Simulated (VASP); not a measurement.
AlGaP2 (space group P-4m2): computed properties

Computed with LDA (Ceperley-Alder, Perdew-Zunger), VASP's LDA PAW potentials (set 64) (plane waves; VASP).

| Quantity | Value |
|---|---|
| space group | P-4m2 (115) |
| cell | a = 3.8359 Å, b = 3.8359 Å, c = 5.3932 Å, α = 90.00°, β = 90.00°, γ = 90.00° |
| volume per atom | 19.84 Å³/atom |
| band gap (over mesh and band path) | 1.44 eV |
| smallest direct gap (over mesh and band path) | 1.48 eV |
| Hill bulk modulus | 90.4 GPa |
| Hill shear modulus | 51.2 GPa |
| Poisson's ratio | 0.262 |
| band-edge character without spin-orbit coupling | indirect, Γ to Γ-Z at 0.22 |
| band gap with spin-orbit coupling | 1.41 eV |
| density | 3.32 g/cm³ |
| optical Γ-point spectrum | 120 (×2), 299, 352 (×2), 360, 436, 443 (×2) cm⁻¹ |
| C11 | 169 GPa |
| C12 | 35.5 GPa |
| C13 | 67.0 GPa |
| C33 | 136 GPa |
| C44 | 65.3 GPa |
| C66 | 35.6 GPa |

```
AlGaP2
1.0
    3.83589     0.00000     0.00000
    0.00000     3.83589     0.00000
    0.00000     0.00000     5.39315
Al Ga P
1 1 2
Cartesian
  1.91794   1.91794   2.69658
  0.00000   3.83589   0.00000
  3.83589   1.91794   1.34615
  1.91794   0.00000   4.04700
```

The structure comes from a computed database's AlGaP2 entry (P-4m2); how it stands against other phases isn't given here. It was relaxed first. Symmetry was kept, so distortions that lower it aren't found.
